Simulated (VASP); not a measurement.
Output of a VASP run:

OSZICAR:
```
       N       E                     dE             d eps       ncg     rms          rms(c)
DAV:   1     0.105056697035E+03    0.10506E+03   -0.71555E+03   696   0.118E+03
DAV:   2    -0.630330598644E+00   -0.10569E+03   -0.99767E+02   892   0.278E+02
DAV:   3    -0.689846431247E+01   -0.62681E+01   -0.62367E+01   896   0.622E+01
DAV:   4    -0.709836531144E+01   -0.19990E+00   -0.19969E+00  1176   0.103E+01
DAV:   5    -0.709979451437E+01   -0.14292E-02   -0.14291E-02   924   0.960E-01    0.329E+00
DAV:   6    -0.680743413233E+01    0.29236E+00   -0.54713E-01   832   0.408E+00    0.270E+00
DAV:   7    -0.679205676982E+01    0.15377E-01   -0.13489E-01   876   0.224E+00    0.157E+00
DAV:   8    -0.680472362184E+01   -0.12667E-01   -0.20910E-02   948   0.125E+00    0.188E-01
DAV:   9    -0.680550666449E+01   -0.78304E-03   -0.12864E-03   920   0.246E-01    0.105E-01
DAV:  10    -0.680620534815E+01   -0.69868E-03   -0.71470E-04   812   0.212E-01    0.126E-02
DAV:  11    -0.680621681200E+01   -0.11464E-04   -0.21007E-05  1036   0.326E-02    0.610E-03
DAV:  12    -0.680622042828E+01   -0.36163E-05   -0.50134E-06   840   0.177E-02    0.291E-03
DAV:  13    -0.680622051880E+01   -0.90525E-07   -0.40004E-07   936   0.510E-03
   1 F= -.70151067E+01 E0= -.70151067E+01  d E =0.000000E+00
```

File OUTCAR:
```
------------------------ aborting loop because EDIFF is reached ----------------------------------------
  Edisp (eV):   -0.20889
  FORCE on cell =-STRESS in cart. coord.  units (eV):
  Direction    XX          YY          ZZ          XY          YZ          ZX
  --------------------------------------------------------------------------------------
  Total       0.01404     0.01404     0.01404    -0.00000    -0.00000     0.00000
  in kB       0.35808     0.35808     0.35808    -0.00000    -0.00000     0.00000
  external pressure =        0.36 kB  Pullay stress =        0.00 kB
  volume of cell :       62.81
      direct lattice vectors                 reciprocal lattice vectors
     0.000000000  3.154935585  3.154935585    -0.158481841  0.158481841  0.158481841
     3.154935585  0.000000000  3.154935585     0.158481841 -0.158481841  0.158481841
     3.154935585  3.154935585  0.000000000     0.158481841  0.158481841 -0.158481841
  FREE ENERGIE OF THE ION-ELECTRON SYSTEM (eV)
  ---------------------------------------------------
  free  energy   TOTEN  =        -7.0151067075 eV

  energy  without entropy=       -7.0151067075  energy(sigma->0) =       -7.01510671

 total charge

# of ion       s       p       d       tot
------------------------------------------
    1        1.957   5.583   0.025   7.565
    2        1.588   3.571   0.000   5.159
--------------------------------------------------
tot          3.545   9.154   0.025  12.723
```
(Selected blocks of OUTCAR.)

### POSCAR
```
KCl
1
    0.0000000000     3.1549355850     3.1549355850
    3.1549355850     0.0000000000     3.1549355850
    3.1549355850     3.1549355850     0.0000000000
K Cl
1 1
Direct
  0.0000000000   0.0000000000   0.0000000000
  0.5000000000   0.5000000000   0.5000000000
```

**Question.** Write an INCAR and KPOINTS that could have produced this output.

**Answer.** One answer among several that fit: the input of the run itself, PBE GGA with D4 dispersion, plane waves, VASP's PBE PAW potentials (set 64).

**KPOINTS**
```
K-points
0
gamma
  8 8 8
```

INCAR:
```
SYSTEM = KCl
PREC = Accurate; ENCUT = 520; LREAL = .False.
LASPH = .True.
EDIFF = 1E-7; NELM = 100; ALGO = Normal
ISMEAR = -5
GGA = PE; IVDW = 13
ISIF = 2
LWAVE = .False.; LCHARG = .True.; LORBIT = 11
NEDOS = 601
```

POTCAR, in this order: K_sv Cl (PBE.64 set). Program: vasp_std.

The compound is KCl in the rock salt structure. It was relaxed first.
